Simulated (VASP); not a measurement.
Data:

```yaml
crystal:
  lattice:
    - [0.00000, 2.51523, 2.51523]
    - [2.51523, 0.00000, 2.51523]
    - [2.51523, 2.51523, 0.00000]
  atoms:
    - { symbol: Y, position: [0.00000, 0.00000, 0.00000] }
    - { symbol: C, position: [0.50000, 0.50000, 0.50000] }
```

Method: PBEsol GGA, VASP's PBE PAW potentials (set 64) (plane waves; VASP). Run with 520 eV cut-off, Gaussian smearing of 0.050 eV, potentials Y_sv C.

### Question
Give the energies of bands 6 to 10 at the high-symmetry points, in eV from the Fermi level.

### Answer

```csv
band,Γ,X,U,L,W
6,1.62,-0.64,-1.26,-3.28,-1.01
7,1.62,0.57,-0.72,-1.07,-0.67
8,1.62,0.97,-0.07,-1.07,-0.67
9,3.36,0.97,3.09,6.63,4.72
10,3.36,6.74,6.94,6.63,4.72
```

It has no gap at this level: it comes out as a metal or semimetal.

The structure was generated: YC was put into the rock salt type (Fm-3m), which need not be its known phase. It was relaxed first, which changed the volume by -33 %. The electron count is odd and the run is not spin-polarised, which forces a metal.
